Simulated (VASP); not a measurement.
The cell holds one Al (fcc) (210) slab, with vacuum along c, ions free to move until forces fall under 0.03 eV/Å, no reconstruction beyond this cell, dipole correction on.

Input:

```
Al
1.0
    4.91358     0.00000     0.00000
    3.27572     3.66237     0.00000
    0.00000     0.00000    23.82990
Al
10
Direct
  0.62940   0.62940   0.33392
  0.93116   0.93116   0.36244
  0.23706   0.23706   0.40514
  0.53775   0.53775   0.44303
  0.84776   0.84776   0.48055
  0.15224   0.15224   0.51945
  0.46225   0.46225   0.55697
  0.76294   0.76294   0.59486
  0.06884   0.06884   0.63756
  0.37060   0.37060   0.66608
```

These are PBEsol GGA, VASP's PBE PAW potentials (set 64) (plane waves; VASP) values and carry that method's errors. Run with 400 eV cut-off, 8×8×1 Γ-centred mesh, first-order Methfessel-Paxton smearing of 0.10 eV, potentials Al.

Slab and bulk use different k-meshes, so the surface energy is good to a few per cent at best.

### Question
Predict its surface energy, work function, band gap (on the k-mesh).

### Answer

- surface energy: 1.21 J/m²
- work function: 4.24 eV
- band gap (on the k-mesh): none (metal, semimetal or under 0.01 eV)

The cell is a thin slab with vacuum, built from Al (fcc): (210) face.
